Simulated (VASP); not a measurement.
Input:

```
CELL_PARAMETERS angstrom
      4.28375     0.00000     0.00000
      0.00000     4.28375     0.00000
      0.00000     0.00000     4.28375
ATOMIC_POSITIONS crystal
  Cs 0.00000 0.00000 0.00000
  Br 0.50000 0.50000 0.50000
```

Method: PBE GGA with D4 dispersion, VASP's PBE PAW potentials (set 64) (plane waves; VASP). Numerical set-up: 520 eV cut-off, 6×6×6 Γ-centred mesh, Gaussian smearing of 0.050 eV, potentials Cs_sv Br.

**Question.** The job: CsBr (CsCl type), 2 atoms, PBE-D4, static run, 520 eV, 6×6×6 Γ-centred mesh. Roughly how much core time does it take on a busy server core?

**Answer.** About 9 core-seconds (one run on a shared machine, a rough figure). It had 20 irreducible k-points, 12 bands, up to 2176 plane waves and 13 electronic steps.

The compound is CsBr in the CsCl type structure. This cell is one point of a volume scan, at 0.97 of the reference volume.
